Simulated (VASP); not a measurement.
Runs of VASP 6.6.1 on BaOs. The structure is hexagonal, space group P-6m2 (No. 187). The conventional cell has a = 3.533 Å, b = 3.533 Å, c = 5.077 Å, α = 90.00°, β = 90.00°, γ = 120.00°. Ba (site symmetry -6m2) is surrounded by 6 Os at 3.26 Å and 6 Ba at 3.53 Å. Os (site symmetry -6m2) has 6 Ba at 3.26 Å and 6 Os at 3.53 Å as nearest neighbours. The cell was built by a generator and needn't be a form met in nature.

```csv
task,cell,k mesh,cutoff (eV),k mesh for the DOS,occupations for the DOS,mesh quality,gap on the mesh (eV),pressure (GPa),relaxed volume (Å³/atom)
relaxation of cell and atoms,relaxed,6 × 6 × 4,600,-,-,not flagged,none,0.0,23.98
single point,"P-6m2, 23.14 Å³/atom",21 × 21 × 10,520,-,-,not flagged,none,(a),-
single point,"P-6m2, 23.07 Å³/atom",6 × 6 × 4,520,-,-,coarse,none,3.2,-
relaxation of cell and atoms,relaxed,21 × 21 × 10,600,-,-,not flagged,none,0.0,24.13
```

Alike in all rows: level PBE; potentials or basis VASP PAW PBE potentials, release 64 (Ba_sv, Os); no spin polarisation; smearing gaussian 0.1 eV.

Estimate the missing entries.

(a) 3.3.

Caveats: some runs use coarse meshes.

A k mesh can miss the band edges, and the runs leave out spin-orbit coupling on Ba, Os.

A gap of «none» marks a metal or a gap under the smearing width.
